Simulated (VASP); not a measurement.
Sn3TeS2, 6 atoms in the cell. Symmetry: P-3m1, No. 164, trigonal system. The conventional cell has a = 4.210 Å, b = 4.210 Å, c = 10.300 Å, α = 90.00°, β = 90.00°, γ = 120.00°. Around Sn (site symmetry -3m) lie 6 S at 2.91 Å. Around Sn (site symmetry 3m) lie 3 S at 3.00 Å and 3 Te at 3.03 Å. Te (site symmetry -3m) is surrounded by 6 Sn at 3.03 Å. Around S (site symmetry 3m) lie 6 Sn at 2.91 to 3.00 Å. The cell was built by a generator and needn't be a form met in nature.

```yaml
Program: VASP 6.6.1
Task: relaxation of cell and atoms
Functional: PBE
Potentials_or_basis: VASP PAW PBE potentials, release 64 (Sn_d, Te, S)
Cutoff: 520 eV
k_mesh: 4 × 4 × 2
Occupations: gaussian, width 0.15 eV
Spin: no spin polarisation
Further_INCAR_settings: PREC = Normal; ALGO = Fast; EDIFF = 0.0001; IBRION = 2; EDIFFG = -0.08; NSW = 24; ISIF = 3
```

Potentials or basis: VASP PAW PBE potentials, release 64 (Sn_d, Te, S).

Launch:

```sh
$ cat potpaw_PBE.64/Sn_d/POTCAR potpaw_PBE.64/Te/POTCAR potpaw_PBE.64/S/POTCAR > POTCAR
$ mpirun -np 1 vasp_std > vasp.out
```

Hardware: 1 thread of Intel(R) Xeon(R) Platinum 8559C (Emerald Rapids) (shared host).

Problem. Estimate the wall time of this run.

Solution. Run time: 2.5 min on 1 thread of Intel(R) Xeon(R) Platinum 8559C (Emerald Rapids), with other jobs on the host, peak memory 0.21 GiB. Counts: scf iterations 89, k points 8, ion steps 18.
